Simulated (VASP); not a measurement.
# CaH12Cl2O6 in VASP: a series of runs, part 2 of 2

VASP 6.6.1. The steps go on from the part before.

### 4 Single point, LDA

The input, INCAR:

```
SYSTEM = CaH12Cl2O6
PREC = Accurate
ENCUT = 520
EDIFF = 1E-6
ISMEAR = -1
SIGMA = 0.02
LREAL = Auto
LASPH = .TRUE.
NELM = 80
ALGO = Normal
ISIF = 2
LWAVE = .FALSE.
LCHARG = .FALSE.
GGA = CA
NBANDS = 52
```

The input, KPOINTS:

```
Automatic mesh
0
G
  1 1 1
  0 0 0
```

The input, POSCAR:

```
CaH12Cl2O6
1.0
    6.8384790000      0.0000000000      0.0000000000
    0.0000000000      6.8384790000      0.0000000000
    0.0000000000      0.0000000000      6.8384790000
O H Ca Cl
6 12 1 2
Direct
   -0.0080573473      0.9162710012      0.6543999038
    0.5116634854      0.8001194418      0.8339573756
    0.1659433333      0.2529071157      1.0165564594
    0.6272886120      0.4130011951      0.8923621759
    0.3760924030      0.5077591084      0.3163861438
    0.9033002807      0.7732567432     -0.0096805152
    0.1106240145      0.9873979287      0.6144641228
   -0.0079403622      0.8117887033      0.5508534866
    0.4648402079      0.9281011172      0.7863444488
    0.5151730377      0.7135358608      0.7203941110
    0.1220446827      0.1274113732      1.0564629942
    0.2321130181      0.2028228792      0.8922451908
    0.5173518848      0.3140464422      0.8389292414
    0.7466280148      0.3697459625      0.8248471627
    0.2399948878      0.4976398992      0.2993648149
    0.4012734411      0.3767211978      0.3738696865
    0.9564261293      0.8352880809     -0.1310671569
    1.0082212726      0.6882524608      0.0540617292
    0.6046958688      0.6425259184      0.1165756303
    0.9264340799      0.5476363969      0.3223816290
    0.3900282504      0.1826429532      0.6265720784
```

Potentials or basis: VASP PAW LDA potentials, release 64 (O, H, Ca_sv, Cl).

Started as:

```
$ cat potpaw_LDA.64/O/POTCAR potpaw_LDA.64/H/POTCAR potpaw_LDA.64/Ca_sv/POTCAR potpaw_LDA.64/Cl/POTCAR > POTCAR
$ mpirun -np 1 vasp_gam > vasp.out
```

OUTCAR:

```text
SYSTEM = CaH12Cl2O6
   PREC = Accurate
   ENCUT = 520
   EDIFF = 1E-6
   ISMEAR = -1
   LREAL = Auto
   LASPH = .TRUE.
   NELM = 80
   ISIF = 2
   GGA = CA

 ion  position               nearest neighbor table
   1  0.992  0.916  0.654-   7 0.98   8 1.01
   2  0.512  0.800  0.834-  10 0.98   9 0.99  19 2.30
   3  0.166  0.253  0.017-  11 0.95  12 1.02
   4  0.627  0.413  0.892-  14 0.98  13 1.08  19 2.20
   5  0.376  0.508  0.316-  15 0.94  16 0.99  19 2.27
   6  0.903  0.773  0.990-  17 1.00  18 1.02  19 2.39
   7  0.111  0.987  0.614-   1 0.98
   8  0.992  0.812  0.551-   1 1.01
   9  0.465  0.928  0.786-   2 0.99
[... 276 lines left out ...]
  Total       -0.8484322     -1.1546480     -1.8616650     -0.0475767     -2.2987454      0.3428323
  in kB       -4.2505898     -5.7847104     -9.3268193     -0.2383560    -11.5165633      1.7175671
  external PRESSURE =      -6.4540398 kB  Pullay stress =       0.0000000 kB

 VOLUME and BASIS-vectors are now :
 -----------------------------------------------------------------------------
  energy-cutoff  :      520.00
  volume of cell :      319.80
      direct lattice vectors                 reciprocal lattice vectors
     6.838479000  0.000000000  0.000000000     0.146231348  0.000000000  0.000000000
     0.000000000  6.838479000  0.000000000     0.000000000  0.146231348  0.000000000
     0.000000000  0.000000000  6.838479000     0.000000000  0.000000000  0.146231348

 POSITION                                       TOTAL-FORCE (eV/Angst)
 -----------------------------------------------------------------------------------
      6.78338      6.26590      4.47510         0.474505     -0.636815     -1.090703
      3.49900      5.47160      5.70300        -0.274926     -0.244961      0.299790
      1.13480      1.72950      0.11322         1.219735      0.171284     -1.712313
      4.28970      2.82430      6.10240        -1.111490     -1.448642     -0.652591
      2.57190      3.47230      2.16360         2.432487     -0.227392      0.204088
      6.17720      5.28790      6.77228         0.832396     -0.728571      0.912760
[... 13 lines left out ...]
      6.33540      3.74500      2.20460        -0.078675      0.042181      0.612395
      2.66720      1.24900      4.28480        -0.217563     -0.478965      0.116628
 -----------------------------------------------------------------------------------
    total drift:                                0.006471     -0.001140     -0.008987

  FREE ENERGIE OF THE ION-ELECTRON SYSTEM (eV)
  ---------------------------------------------------
  free  energy   TOTEN  =      -105.7815483186 eV

  energy  without entropy=     -105.7815483186  energy(sigma->0) =     -105.78154832
```

OSZICAR:

```text
N       E                     dE             d eps       ncg     rms          rms(c)
DAV:   1     0.687835413158E+03    0.68784E+03   -0.38054E+04   104   0.126E+03
DAV:   2    -0.379073032349E+02   -0.72574E+03   -0.70032E+03   132   0.319E+02
DAV:   3    -0.114976144270E+03   -0.77069E+02   -0.76569E+02   136   0.111E+02
DAV:   4    -0.117376712822E+03   -0.24006E+01   -0.23937E+01   160   0.180E+01
DAV:   5    -0.117430748594E+03   -0.54036E-01   -0.53998E-01   152   0.223E+00    0.198E+01
DAV:   6    -0.106496086044E+03    0.10935E+02   -0.41727E+01   120   0.258E+01    0.784E+00
DAV:   7    -0.106067066908E+03    0.42902E+00   -0.18038E+00   136   0.585E+00    0.490E+00
DAV:   8    -0.105781382582E+03    0.28568E+00   -0.55359E-01   136   0.388E+00    0.894E-01
DAV:   9    -0.105771556681E+03    0.98259E-02   -0.64727E-02   136   0.140E+00    0.412E-01
DAV:  10    -0.105777807715E+03   -0.62510E-02   -0.20190E-02   120   0.584E-01    0.226E-01
DAV:  11    -0.105779392769E+03   -0.15851E-02   -0.13650E-03   144   0.197E-01    0.135E-01
DAV:  12    -0.105781320010E+03   -0.19272E-02   -0.15062E-03   112   0.173E-01    0.365E-02
DAV:  13    -0.105781472278E+03   -0.15227E-03   -0.20510E-04   128   0.665E-02    0.268E-02
DAV:  14    -0.105781522021E+03   -0.49743E-04   -0.59811E-05   128   0.345E-02    0.132E-02
DAV:  15    -0.105781543475E+03   -0.21454E-04   -0.19569E-05   136   0.211E-02    0.612E-03
DAV:  16    -0.105781547534E+03   -0.40593E-05   -0.41242E-06   112   0.103E-02    0.296E-03
DAV:  17    -0.105781548319E+03   -0.78447E-06   -0.33004E-06   128   0.861E-03
   1 F= -.10578155E+03 E0= -.10578155E+03  d E =-.269034E-13
```

Run time: 46 s. Hardware: 1 thread of Intel Xeon Platinum 8559C (Emerald Rapids), shared host; peak memory 0.28 GiB.

Results:

| Item | Value |
| --- | --- |
| Free energy | -105.7815 eV |
| Pressure | -0.6 GPa |
| Largest force | 2.968 eV/Å |
| Band gap on the k mesh | 3.93 eV, direct |

Forces on the atoms (eV/Å):
```
O    0.475 -0.637 -1.091
O   -0.275 -0.245  0.300
O    1.220  0.171 -1.712
O   -1.111 -1.449 -0.653
O    2.432 -0.227  0.204
O    0.832 -0.729  0.913
H    0.200  0.596  0.381
H   -0.543  0.017  0.492
H   -0.011  0.427 -0.333
H    0.067 -0.112  0.067
H   -1.085 -1.259  1.193
H   -0.314  1.154  0.437
H    1.372  1.268  0.233
H   -0.059  0.142  0.181
H   -2.913  0.264 -0.499
H    0.385  0.059  0.380
H   -0.163  0.028 -0.618
H   -1.249  0.812 -0.418
Ca   1.037  0.155 -0.186
Cl  -0.079  0.042  0.612
Cl  -0.218 -0.479  0.117
```

Stress tensor (GPa, compression positive):
```
-0.43 -0.02  0.17
-0.02 -0.58 -1.15
 0.17 -1.15 -0.93
```

Levels at points of the mesh, in eV from the valence-band top:
```tsv
k point	band 33	band 34	band 35	band 36	band 37	band 38	band 39	band 40
(0.00, 0.00, 0.00)	-0.56	-0.45	-0.09	0.00	3.93	6.26	6.37	6.62
```

### 5 Molecular dynamics, LDA

The input, INCAR:

```
SYSTEM = CaH12Cl2O6
PREC = Accurate
ENCUT = 520
EDIFF = 1E-5
ISMEAR = -1
SIGMA = 0.02
LREAL = Auto
LASPH = .TRUE.
NELM = 100
ALGO = Normal
ISIF = 2
LWAVE = .FALSE.
LCHARG = .FALSE.
IBRION = 0
NSW = 40
POTIM = 0.5
TEBEG = 350.0
TEEND = 350.0
ISYM = 0
NELMIN = 4
RANDOM_SEED = 226557 0 0
MDALGO = 3
LANGEVIN_GAMMA = 20 20 20 20
```

The input, KPOINTS:

```
regular mesh
0
G
  1 1 1
  0 0 0
```

The input, POSCAR:

```
CaH12Cl2O6
1.0
    6.8384790000      0.0000000000      0.0000000000
    0.0000000000      6.8384790000      0.0000000000
    0.0000000000      0.0000000000      6.8384790000
O H Ca Cl
6 12 1 2
Direct
   -0.0516662100      0.8859513700      0.5734895300
    0.5351785000      0.8056462700      0.8043352800
    0.1464593800      0.3126752600      0.9615312800
    0.6593577700      0.4350232600      0.8123654500
    0.3988051000      0.5333642700      0.3217976000
    0.9076803500      0.8124231500      0.0692589100
    0.0416458200      0.9796844700      0.5186366300
   -0.0394190400      0.7649440400      0.4901726300
    0.5072003800      0.9292274400      0.7311896400
    0.5653513800      0.7036787700      0.7079476200
    0.0112343800      0.3474403100      0.9308969100
    0.2037807900      0.2709731700      0.8360593300
    0.5556696800      0.3379729100      0.7690841200
    0.7475719700      0.4373567400      0.6971658900
    0.2577901300      0.5091332100      0.3082371300
    0.4355528600      0.4250415900      0.4122350800
    0.9803219500      0.9047263900     -0.0122934800
    0.9984654300      0.7181896000      0.1381731600
    0.6265497100      0.6352651900      0.0852379500
    0.8805786500      0.4843470300      0.3367607600
    0.3857941200      0.1788151500      0.6063175700
```

Started as:

```
$ cat potpaw_LDA.64/O/POTCAR potpaw_LDA.64/H/POTCAR potpaw_LDA.64/Ca_sv/POTCAR potpaw_LDA.64/Cl/POTCAR > POTCAR
$ mpirun -np 1 vasp_gam > vasp.out
```

Wall time 8.8 min (1 thread of Intel Xeon Platinum 8559C (Emerald Rapids), shared host); peak memory 0.36 GiB.

Step by step:
| step | potential energy change (eV) | largest force (eV/Å) | pressure (GPa) | volume (Å³) | temperature (K) |
| --- | --- | --- | --- | --- | --- |
| 1 | 0.0000 | 1.0367 | -1.63 | 319.80 | 363 |
| 2 | 0.0172 | 1.2086 | -1.90 | 319.80 | 351 |
| 3 | 0.0735 | 1.4331 | -2.13 | 319.80 | 322 |
| 4 | 0.1396 | 1.6810 | -2.26 | 319.80 | 285 |
| 5 | 0.1989 | 1.8794 | -2.34 | 319.80 | 250 |
| 6 | 0.2275 | 1.8945 | -2.34 | 319.80 | 238 |
| 7 | 0.2220 | 1.7858 | -2.29 | 319.80 | 249 |
| 8 | 0.1883 | 1.5386 | -2.18 | 319.80 | 266 |
| 9 | 0.1467 | 1.1957 | -1.98 | 319.80 | 287 |
| 10 | 0.1270 | 1.0561 | -1.68 | 319.80 | 308 |
| 11 | 0.1479 | 1.7143 | -1.29 | 319.80 | 304 |
| 12 | 0.2118 | 2.2729 | -0.90 | 319.80 | 278 |
| 13 | 0.2980 | 2.6253 | -0.54 | 319.80 | 252 |
| 14 | 0.3678 | 2.6612 | -0.33 | 319.80 | 237 |
| 15 | 0.3873 | 2.4442 | -0.33 | 319.80 | 236 |
| 16 | 0.3639 | 2.4803 | -0.47 | 319.80 | 247 |
| 17 | 0.3154 | 2.5998 | -0.76 | 319.80 | 268 |
| 18 | 0.2721 | 2.2511 | -1.12 | 319.80 | 291 |
| 19 | 0.2558 | 2.0942 | -1.42 | 319.80 | 296 |
| 20 | 0.2738 | 2.0549 | -1.73 | 319.80 | 284 |
| 21 | 0.3218 | 2.3356 | -2.02 | 319.80 | 261 |
| 22 | 0.3830 | 2.4286 | -2.22 | 319.80 | 234 |
| 23 | 0.4308 | 2.3215 | -2.37 | 319.80 | 211 |
| 24 | 0.4478 | 2.2172 | -2.43 | 319.80 | 208 |
| 25 | 0.4306 | 2.0664 | -2.43 | 319.80 | 216 |
| 26 | 0.3914 | 1.8616 | -2.35 | 319.80 | 221 |
| 27 | 0.3462 | 1.6239 | -2.14 | 319.80 | 236 |
| 28 | 0.3186 | 1.5074 | -1.83 | 319.80 | 250 |
| 29 | 0.3182 | 1.4951 | -1.46 | 319.80 | 248 |
| 30 | 0.3454 | 2.0457 | -1.13 | 319.80 | 242 |
| 31 | 0.3961 | 2.3944 | -0.75 | 319.80 | 244 |
| 32 | 0.4445 | 2.3914 | -0.44 | 319.80 | 238 |
| 33 | 0.4713 | 2.4941 | -0.24 | 319.80 | 222 |
| 34 | 0.4671 | 2.4443 | -0.15 | 319.80 | 227 |
| 35 | 0.4167 | 2.4545 | -0.22 | 319.80 | 248 |
| 36 | 0.3550 | 2.6429 | -0.47 | 319.80 | 272 |
| 37 | 0.3018 | 2.8845 | -0.86 | 319.80 | 285 |
| 38 | 0.2710 | 2.8616 | -1.29 | 319.80 | 290 |
| 39 | 0.2702 | 2.5783 | -1.74 | 319.80 | 291 |
| 40 | 0.2941 | 2.1372 | -2.12 | 319.80 | 280 |

### 6 Single point, LDA

The input, INCAR:

```
ALGO = Normal
EDIFF = 1E-6
ENCUT = 520
GGA = CA
ISIF = 2
ISMEAR = -1
LASPH = True
LCHARG = True
LELF = True
LREAL = Auto
LVHAR = True
LWAVE = False
NBANDS = 52
NELM = 80
PREC = Accurate
SIGMA = 0.02
```

The input, KPOINTS:

```
k-points
0
Gamma
  1 1 1
```

The input, POSCAR:

```
CaH12Cl2O6
1.0
    6.8384790000      0.0000000000      0.0000000000
    0.0000000000      6.8384790000      0.0000000000
    0.0000000000      0.0000000000      6.8384790000
O H Ca Cl
6 12 1 2
Direct
    0.0174453998      0.9130100421      0.6122414063
    0.4958851230      0.7826301726      0.8676783244
    0.1782560128      0.2581275749      1.0303606986
    0.6473661760      0.3705209887      0.9394779161
    0.3734456156      0.5281876277      0.2988822514
    0.8868053846      0.7719406611     -0.0649120952
    0.1516419075      0.9707421782      0.6055147643
    0.0189808289      0.8046818598      0.5110493137
    0.4514600396      0.9128638108      0.8037606023
    0.5596273674      0.7158024467      0.7557967203
    0.0489728783      0.1967250320      1.0428196094
    0.2035686591      0.2227542119      0.8999515828
    0.5377219116      0.3091769383      0.8636569623
    0.7583703920      0.3450328648      0.8541665479
    0.2275359769      0.5213586238      0.2742276462
    0.3987582619      0.3875276944      0.3526222717
    0.9266972963      0.8279472672     -0.1953943267
    1.0168927915      0.7672466348      0.0033486979
    0.6285315784      0.6584943816      0.1274698657
    0.9085646092      0.5711065282      0.3629023354
    0.4132059190      0.1451053663      0.6236182052
```

Potentials or basis: VASP PAW LDA potentials, release 64 (O, H, Ca_sv, Cl).

Started as:

```
$ cat potpaw_LDA.64/O/POTCAR potpaw_LDA.64/H/POTCAR potpaw_LDA.64/Ca_sv/POTCAR potpaw_LDA.64/Cl/POTCAR > POTCAR
$ mpirun -np 1 vasp_gam > vasp.out
```

Wall time 46 s (1 thread of Intel Xeon Platinum 8559C (Emerald Rapids), shared host); peak memory 0.28 GiB.

It converged, with:

| Quantity | Value |
| --- | --- |
| Free energy | -105.8992 eV |
| Pressure | -1.4 GPa |
| Largest force | 2.828 eV/Å |
| Band gap on the k mesh | 4.19 eV, direct |

Forces in eV/Å, atoms in the order of the input:
```
O    0.502 -0.456 -0.496
O   -0.573  0.896 -1.583
O   -1.160  0.073  1.814
O   -0.402  0.159 -0.092
O   -0.578 -2.089  0.447
O    1.246 -0.086  1.362
H   -0.253  0.201  0.186
H   -0.396  0.310  0.473
H    0.313 -0.600  0.316
H   -0.249  0.134  0.429
H    0.021  0.230  0.660
H    1.165 -0.348 -2.553
H    0.025 -0.043  0.046
H    0.369  0.116 -0.086
H    0.763  0.164  0.144
H   -0.259  1.777 -0.439
H    0.119  0.322 -0.748
H   -1.190 -0.253 -0.326
Ca   0.384 -0.567  0.136
Cl   0.332  0.045  0.014
Cl  -0.179  0.015  0.298
```

Stress tensor (GPa, compression positive):
```
-1.28 -0.31  0.17
-0.31 -2.60  0.12
 0.17  0.12 -0.27
```

Levels at points of the mesh, in eV from the valence-band top:
| k point | band 32 | band 33 | band 34 | band 35 | band 36 | band 37 | band 38 | band 39 | band 40 | band 41 |
| --- | --- | --- | --- | --- | --- | --- | --- | --- | --- | --- |
| (0.00, 0.00, 0.00) | -0.29 | -0.24 | -0.13 | -0.07 | 0.00 | 4.19 | 6.50 | 6.76 | 6.88 | 7.12 |

Expect the measured gap to be larger: semilocal functionals such as LDA lack the derivative discontinuity.
